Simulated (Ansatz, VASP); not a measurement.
# SiO2: VASP beside Ansatz, part 2 of 2

One calculation is typed for both programs; each brings its own data sets. How far apart do they land? The cell is taken from a series of runs on this material, whose earlier steps may have relaxed, scaled, displaced or heated it; both programs get it as it stands.

VASP 6.6.1 and Ansatz 0.2.0.

So far: The starting structure; Ansatz: single point, LDA, pair 1; VASP: single point, LDA, pair 1.

### 4. Differences

Known differences besides the potentials themselves: fixed occupations in Ansatz, narrow Gaussian smearing in VASP; the cutoff is 420 eV in Ansatz and 520 eV in VASP; VASP's log shows a relativistic correction to its local exchange, Ansatz's none. Total energies have different zeros and are not compared.

The two programs side by side:

```
              quantity  Ansatz   VASP  difference
gap on the k mesh (eV)   5.418  5.419       0.000
```

A gap on the mesh is an upper bound, since the band edges may lie between its points.

### 5. VASP: single point, LDA, pair 2

A single point gives forces, pressure and levels at one fixed geometry, so differences don't come from the geometry; what else differs is listed under the comparison.

INCAR reads:

```
SYSTEM = SiO2
PREC = Accurate
ENCUT = 520
EDIFF = 1E-06
NELM = 120
ISMEAR = -1
SIGMA = 0.02
LREAL = .FALSE.
ALGO = Normal
GGA = PW92
NBANDS = 44
LORBIT = 11
LWAVE = .FALSE.
LCHARG = .FALSE.
ISIF = 2
LASPH = .TRUE.
GGA_COMPAT = .FALSE.
EFERMI = MIDGAP
KPAR = 2
```

POSCAR reads:

```
SiO2
1.0
   -2.6233364600      4.7767535050      4.4416747250
    2.6233364600     -4.7767535050      4.4416747250
    2.6233364600      4.7767535050     -4.4416747250
Si O
4 8
Direct
    0.9295488000      0.8449448900      0.0846039100
    0.7396590200      0.1550551100      0.5846039100
    0.0704512000      0.1550551100      0.9153960900
    0.2603409800      0.8449448900      0.4153960900
    0.1306888700      0.8806888700      0.2500000000
    0.8693111300      0.1193111300      0.7500000000
    0.7931754100      0.5000000000      0.7931754100
    0.2068245900      0.0000000000      0.7068245900
    0.2068245900      0.5000000000      0.2068245900
    0.7931754100      0.0000000000      0.2931754100
    0.0000000000      0.0000000000      0.0000000000
    0.5000000000      0.0000000000      0.5000000000
```

KPOINTS reads:

```
Automatic mesh
0
Gamma
4 4 4
0 0 0
```

Potentials, in the order of the species: Si and O (LDA family, release 64).

Launch:

```console
> mpirun -np 2 vasp_std
```

Numbers of over 12 decimals in the logs are rounded to 6 here.

The log of the run:

```text
[banner, memory and clock lines left out]
running    2 mpi-ranks, on    1 nodes
[...]
[... a notice as in an earlier step ...]

 LDA part: xc-table for (Slater(with rela. corr.)+PW92), standard interpolation
 POSCAR, INCAR and KPOINTS ok, starting setup
[...]
entering main loop
       N       E                     dE             d eps       ncg     rms          rms(c)
DAV:   1     0.443375269814E+03    0.44338E+03   -0.30669E+04  1584   0.128E+03
DAV:   2    -0.742301693395E+02   -0.51761E+03   -0.49923E+03  2056   0.306E+02
[... 14 cycles as in an earlier step ...]
   1 F= -.10373143E+03 E0= -.10373143E+03  d E =0.000000E+00
```

OUTCAR, selected parts (step 5):

```text
[... 6 parts as in an earlier step ...]

[... 1 further part left out ...]
[key lines of the parts left out:]
E-fermi :   0.9654
```

The run ends at a pressure of -0.93 GPa, with forces up to 0.049 eV/Å.

### 6. Ansatz: single point, LDA, pair 2

The same cell, functional (in two slightly different forms), mesh and smearing now go to Ansatz, which takes its cutoff from its data sets.

The cell is taken from a series of runs on this material, whose earlier steps may have relaxed, scaled, displaced or heated it; both programs get it as it stands.

input.yaml reads:

```yaml
crystal:
  lattice:
    - [-2.62333646, 4.776753505, 4.441674725]
    - [2.62333646, -4.776753505, 4.441674725]
    - [2.62333646, 4.776753505, -4.441674725]
  atoms:
    - { symbol: Si, position: [0.9295488, 0.84494489, 0.08460391] }
    - { symbol: Si, position: [0.73965902, 0.15505511, 0.58460391] }
    - { symbol: Si, position: [0.0704512, 0.15505511, 0.91539609] }
    - { symbol: Si, position: [0.26034098, 0.84494489, 0.41539609] }
    - { symbol: O, position: [0.13068887, 0.88068887, 0.25] }
    - { symbol: O, position: [0.86931113, 0.11931113, 0.75] }
    - { symbol: O, position: [0.79317541, 0.5, 0.79317541] }
    - { symbol: O, position: [0.20682459, 0.0, 0.70682459] }
    - { symbol: O, position: [0.20682459, 0.5, 0.20682459] }
    - { symbol: O, position: [0.79317541, 0.0, 0.29317541] }
    - { symbol: O, position: [0.0, 0.0, 0.0] }
    - { symbol: O, position: [0.5, 0.0, 0.5] }
kpoints:
  mp_grid: { grid: [4, 4, 4] }
  band_path:
    path:
      - [[0.0, 0.0, 0.0], [0.5, -0.5, 0.5], [0.32540191, -0.32540191, 0.67459809]]
      - [[-0.32540191, 0.32540191, 0.32540191], [0.0, 0.0, 0.0], [0.46615628, 0.46615628, -0.46615628]]
      - [[0.53384372, -0.46615628, 0.46615628], [0.5, -0.5, 0.5]]
      - [[0.0, 0.0, 0.0], [0.0, 0.5, 0.0], [0.25, 0.25, 0.25], [0.5, 0.0, 0.0], [0.0, 0.0, 0.0], [0.0, 0.0, 0.5], [0.25, 0.25, 0.25]]
    npoints: 10
hamiltonian:
  xc: lda
scf:
  occupations: { method: fermi_dirac, width: 0.02 }
  n_extra_bands: 118
output:
  eigenvalues: true
  fatbands: true
```

Launch:

```console
> ansatz run input.yaml --threads 16 --pin off --max-ram 64512MiB --backend cuda --events-out ev --progress --plain --runs-dir out --devices 1 --max-vram 78GiB
```

The log of the run:

```text
[...]
GPUs: using 1 of 1 available (devices: 1).
[...]
Crystal: 12 atoms, lattice volume = 222.635 Å³
Basis set: ecut = 420 eV, 4321 PW (Γ)
Bands: 150, of which v1, the nominal top of the filled ones, is band 32 counted from 1 (31 counted from 0)
Symmetry: 8 space group operations
[...]
k-points: 18 of 64
[...]
--- Band table (eV; the first three rows and the last of 18) ---
  k-point 0: bands = [... 28 lower, -1.8939, -1.5534, -1.2572, -0.8313, 4.5869, 7.5549, 7.7579, 7.9584, ... 26 higher]
  k-point 1: bands = [... 28 lower, -1.9763, -1.6366, -1.1696, -1.1493, 5.2575, 7.5601, 7.9472, 8.1026, ... 26 higher]
  k-point 2: bands = [... 28 lower, -1.8103, -1.8103, -1.2275, -1.2275, 6.7807, 6.7807, 8.0070, 8.0070, ... 26 higher]
  k-point 17: bands = [... 28 lower, -1.3942, -1.0693, -1.0379, -0.8549, 6.4992, 6.5585, 6.8586, 7.0011, ... 25 higher]
[key lines of the parts left out:]
SCF converged after 7 iterations
Free energy (F): -6890.567388 eV
Fermi energy:    1.888093 eV
```

### 7. Side by side

The two programs side by side:

```
              quantity  Ansatz   VASP  difference
gap on the k mesh (eV)   5.418  5.419       0.000
```

A gap on the mesh is an upper bound, since the band edges may lie between its points.

### 8. What came out

| Item | Value |
| --- | --- |
| difference in gap on the k mesh (single point, LDA, pair 1) | -4.7e-4 eV |
| difference in gap on the k mesh (single point, LDA, pair 2) | -4.6e-4 eV |

What this shows: The difference in gap on the k mesh is -4.7e-4 eV (single point, LDA, pair 1), within the 0.08 eV picked in this series as the mark of a large difference. How closely two codes agree says nothing of how well the functional describes the real material.

[Lines on the potential files, build, host, timing and source positions are cut from VASP's logs without a mark.]

[Logs are printed without paths, hosts, clocks, repeated set-up lines and the standing remarks that a program may print on its own settings, such as how far it seeks lower states.]

[Hosts, paths, dates, database ids (printed as entryN), source tags and the programs' standing remarks are cut or masked in the printed files.]
